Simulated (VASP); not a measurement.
Calculation: PBE GGA, VASP's PBE PAW potentials (set 64) (plane waves; VASP).

VASP ran on this input.

**INCAR**
```
SYSTEM = KBr
PREC = Accurate; ENCUT = 400; LREAL = .FALSE.
LASPH = .TRUE.
EDIFF = 1E-6; NELM = 100; ALGO = Normal
LMAXMIX = 4
ISMEAR = 0; SIGMA = 0.05
GGA = PE
ISIF = 2
LWAVE = .FALSE.; LCHARG = .FALSE.
```

KPOINTS:
```
kpoints
0
gamma
5 5 5
0 0 0
```

POSCAR:
```
KBr
1
    0.0000000000     3.3660000000     3.3660000000
    3.3660000000     0.0000000000     3.3660000000
    3.3660000000     3.3660000000     0.0000000000
K Br
1 1
Direct
  0.0000000000   0.0000000000   0.0000000000
  0.5000000000   0.5000000000   0.5000000000
```

POTCAR, in this order: K_sv Br (PBE.64 set). Program: vasp_std.

What VASP printed:

OUTCAR:
```
 ion  position               nearest neighbor table
   1  0.000  0.000  0.000-
   2  0.500  0.500  0.500-
  LATTYP: Found a face centered cubic cell.
 ALAT       =     6.7320000000
 Subroutine PRICEL returns:
 Original cell was already a primitive cell.
 Subroutine GETGRP returns: Found 48 space group operations
The static configuration has the point symmetry O_h .
The dynamic configuration has the point symmetry O_h .
 Subroutine INISYM returns: Found 48 space group operations
 Subroutine IBZKPT returns following result:
 Found     10 irreducible k-points:

 Following reciprocal coordinates:
            Coordinates               Weight
  0.000000  0.000000  0.000000      1.000000
  0.200000  0.000000  0.000000      8.000000
  0.400000  0.000000  0.000000      8.000000
  0.200000  0.200000  0.000000      6.000000
  0.400000  0.200000  0.000000     24.000000
 -0.400000  0.200000  0.000000     24.000000
 -0.200000  0.200000  0.000000     12.000000
  0.400000  0.400000  0.000000      6.000000
 -0.400000  0.400000  0.000000     12.000000
...
```

OSZICAR:
```
       N       E                     dE             d eps       ncg     rms          rms(c)
DAV:   1     0.854192395641E+02    0.85419E+02   -0.59358E+03   240   0.941E+02
DAV:   2    -0.153128105636E+01   -0.86951E+02   -0.81480E+02   336   0.234E+02
DAV:   3    -0.624635532517E+01   -0.47151E+01   -0.46918E+01   308   0.502E+01
DAV:   4    -0.640983283913E+01   -0.16348E+00   -0.16316E+00   408   0.808E+00
DAV:   5    -0.641077139097E+01   -0.93855E-03   -0.93844E-03   312   0.735E-01    0.285E+00
DAV:   6    -0.622526631244E+01    0.18551E+00   -0.29345E-01   292   0.278E+00    0.207E+00
DAV:   7    -0.621177913929E+01    0.13487E-01   -0.13884E-01   304   0.213E+00    0.997E-01
DAV:   8    -0.622186654363E+01   -0.10087E-01   -0.16121E-02   336   0.104E+00    0.131E-01
DAV:   9    -0.622255226332E+01   -0.68572E-03   -0.95661E-04   316   0.205E-01    0.832E-02
DAV:  10    -0.622301195463E+01   -0.45969E-03   -0.54890E-04   280   0.167E-01    0.191E-02
DAV:  11    -0.622301716406E+01   -0.52094E-05   -0.24143E-05   340   0.288E-02    0.431E-03
DAV:  12    -0.622302127475E+01   -0.41107E-05   -0.36663E-06   276   0.154E-02    0.522E-03
DAV:  13    -0.622302133828E+01   -0.63536E-07   -0.60081E-07   224   0.467E-03
   1 F= -.62230213E+01 E0= -.62230213E+01  d E =-.152950E-15
```

File OUTCAR:
```
------------------------ aborting loop because EDIFF is reached ----------------------------------------
  FORCE on cell =-STRESS in cart. coord.  units (eV):
  Direction    XX          YY          ZZ          XY          YZ          ZX
  --------------------------------------------------------------------------------------
  Total       -0.0677512     -0.0677512     -0.0677512      0.0000000     -0.0000000      0.0000000
  in kB       -1.4231654     -1.4231654     -1.4231654      0.0000000     -0.0000000      0.0000000
  external PRESSURE =      -1.4231654 kB  Pullay stress =       0.0000000 kB
  volume of cell :       76.27
      direct lattice vectors                 reciprocal lattice vectors
     0.000000000  3.366000000  3.366000000    -0.148544266  0.148544266  0.148544266
     3.366000000  0.000000000  3.366000000     0.148544266 -0.148544266  0.148544266
     3.366000000  3.366000000  0.000000000     0.148544266  0.148544266 -0.148544266
  FREE ENERGIE OF THE ION-ELECTRON SYSTEM (eV)
  ---------------------------------------------------
  free  energy   TOTEN  =        -6.2230213383 eV

  energy  without entropy=       -6.2230213383  energy(sigma->0) =       -6.22302134
```
(Selected blocks of OUTCAR.)

File OUTCAR:
```
 val. band max:       -1.9652001180   @ k =   0.0000   0.0000   0.0000

 cond. band min:       2.3138222554   @ k =   0.0000   0.0000   0.0000


 Fermi energy:        -1.6953919158

 k-point     1 :       0.0000    0.0000    0.0000
  band No.  band energies     occupation
      1     -29.8786      2.00000
      2     -14.1900      2.00000
      3     -13.3506      2.00000
      4     -13.3506      2.00000
      5     -13.3506      2.00000
      6      -1.9652      2.00000
      7      -1.9652      2.00000
      8      -1.9652      2.00000
      9       2.3138      0.00000
     10       5.6197      0.00000
     11       5.6197      0.00000
     12       5.6197      0.00000

 k-point     2 :       0.2000    0.0000    0.0000
  band No.  band energies     occupation
      1     -29.8772      2.00000
      2     -14.2555      2.00000
      3     -13.3523      2.00000
      4     -13.3523      2.00000
      5     -13.2652      2.00000
      6      -2.4049      2.00000
      7      -2.0694      2.00000
      8      -2.0694      2.00000
      9       3.1600      0.00000
     10       5.4469      0.00000
     11       6.0537      0.00000
     12       6.0537      0.00000

 k-point     3 :       0.4000    0.0000    0.0000
  band No.  band energies     occupation
      1     -29.8749      2.00000
      2     -14.3426      2.00000
      3     -13.3549      2.00000
      4     -13.3549      2.00000
      5     -13.1452      2.00000
      6      -2.9505      2.00000
      7      -2.2270      2.00000
      8      -2.2270      2.00000
      9       4.3388      0.00000
     10       5.8398      0.00000
     11       7.1558      0.00000
     12       7.1558      0.00000

 k-point     4 :       0.2000    0.2000    0.0000
  band No.  band energies     occupation
      1     -29.8767      2.00000
      2     -14.2396      2.00000
      3     -13.3602      2.00000
      4     -13.3602      2.00000
      5     -13.2723      2.00000
      6      -2.4727      2.00000
...
```

The compound is KBr in the rock salt structure. The cell was not relaxed at this level.
